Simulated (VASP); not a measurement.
SrTiO3, 5 atoms in the cell. It takes space group Pm-3m (No. 221, cubic). The conventional cell has a = 3.905 Å, b = 3.905 Å, c = 3.905 Å, α = 90.00°, β = 90.00°, γ = 90.00°. Around Sr (site symmetry m-3m) lie 12 O at 2.76 Å. Ti (site symmetry m-3m) has 6 O at 1.95 Å as nearest neighbours. Around O (site symmetry 4/mmm) lie 2 Ti at 1.95 Å. 

```yaml
Program: VASP 6.6.1
Task: relaxation of cell and atoms
Functional: PBE
Potentials_or_basis: VASP PAW PBE potentials, release 64 (Sr_sv, Ti_sv, O)
Cutoff: 600 eV
k_mesh: 8 × 8 × 8
Occupations: gaussian, width 0.03 eV
Spin: no spin polarisation
Further_INCAR_settings: ALGO = Normal; EDIFF = 1e-06; IBRION = 2; EDIFFG = -0.01; NSW = 90; ISIF = 3
```

Potentials or basis: VASP PAW PBE potentials, release 64 (Sr_sv, Ti_sv, O).

The run is started by

```bash
$ cat potpaw_PBE.64/Sr_sv/POTCAR potpaw_PBE.64/Ti_sv/POTCAR potpaw_PBE.64/O/POTCAR > POTCAR
$ mpirun -np 1 vasp_std > vasp.out
```

Hardware: 1 thread of Intel(R) Xeon(R) 6975P-C (Granite Rapids), on a shared host.

Question: How long does it take, and how much memory?

Answer: It took 56 s on 1 thread of Intel(R) Xeon(R) 6975P-C (Granite Rapids), with other jobs on the host, peak memory 0.23 GiB. Counts: scf iterations 36, k points 35, ion steps 3.
